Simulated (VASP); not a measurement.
Write the native input for VASP 6.6.1 that does the following.

```
Task                   : single point
Functional             : LDA
Potentials or basis    : VASP PAW LDA potentials, release 64 (Mg, S)
Cutoff                 : 520 eV
k mesh                 : 8 × 8 × 8
Occupations            : gaussian, width 0.02 eV
Spin                   : no spin polarisation
Dipole correction      : no
Further INCAR settings : ALGO = Fast; EDIFF = 1e-06; NBANDS = 11
```

The structure of MgS lies in POSCAR:

```
MgS
1.0
    0.0000000000      2.7969341207      2.7969341207
    2.7969341207      0.0000000000      2.7969341207
    2.7969341207      2.7969341207      0.0000000000
Mg S
1 1
Direct
    0.0000000000      0.0000000000      0.0000000000
    0.2500000000      0.2500000000      0.2500000000
```

The cell comes from a database or a generator and needn't be the stable form of this composition.

These files were run (other wordings do the same):

INCAR

```
SYSTEM = MgS
ALGO = Fast
EDIFF = 1E-6
ENCUT = 520
ISIF = 2
ISMEAR = 0
LASPH = .TRUE.
LCHARG = .FALSE.
LREAL = .FALSE.
LWAVE = .FALSE.
NBANDS = 11
NELM = 100
PREC = Accurate
SIGMA = 0.02
```

KPOINTS

```
k-points
0
G
  8 8 8
  0 0 0
```

Potentials or basis: VASP PAW LDA potentials, release 64 (Mg, S).

Launch:

```bash
$ cat potpaw_LDA.64/Mg/POTCAR potpaw_LDA.64/S/POTCAR > POTCAR
$ mpirun -np 1 vasp_std > vasp.out
```

Results of the run:

```yaml
Pressure: -0.3 GPa
Band_gap_on_the_k_mesh: 3.38 eV, direct
```

Run time: 8.3 s on 1 thread of Intel(R) Xeon(R) 6975P-C (Granite Rapids) (shared host), peak memory 0.15 GiB.
